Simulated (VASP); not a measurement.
```xyz
2
Lattice="0.0000 2.7750 2.7750 2.7750 0.0000 2.7750 2.7750 2.7750 0.0000" Properties=species:S:1:pos:R:3 pbc="T T T"
Ag     0.0000     0.0000     0.0000
Cl     2.7750     2.7750     2.7750
```

The base run (VASP): PBE GGA, plane waves, VASP's PBE PAW potentials (set 64). Run with 400 eV cut-off, 8×8×8 Γ-centred mesh, Gaussian smearing of 0.050 eV, potentials Ag Cl.

One setting is varied; ΔE counts from the base run. The base run took about 8 core-seconds. The timings are rough (shared machines, no repeats); factors under 2 mean little.

```csv
setting,cost over the base run,electronic steps,ΔE (meV/atom)
base run,reference,12,0.0
"AMIX = 0.1, BMIX = 0.0001, IMIX = 4",within a factor of 2,14,0.0
"AMIX = 0.1, BMIX = 3.0, IMIX = 4",within a factor of 2,14,0.0
"AMIX = 0.6, BMIX = 3.0, IMIX = 1",within a factor of 2,22,0.0
"AMIX = 0.2, BMIX = 3.0, IMIX = 1",?,?,0.0
```

What belongs in the gaps?

- AMIX = 0.2, BMIX = 3.0, IMIX = 1, cost over the base run: about 3 times
- AMIX = 0.2, BMIX = 3.0, IMIX = 1, electronic steps: 32

Left out are runs that failed, have no time on record or changed the cell.

The compound is AgCl in the rock salt structure. The cell was not relaxed at this level.
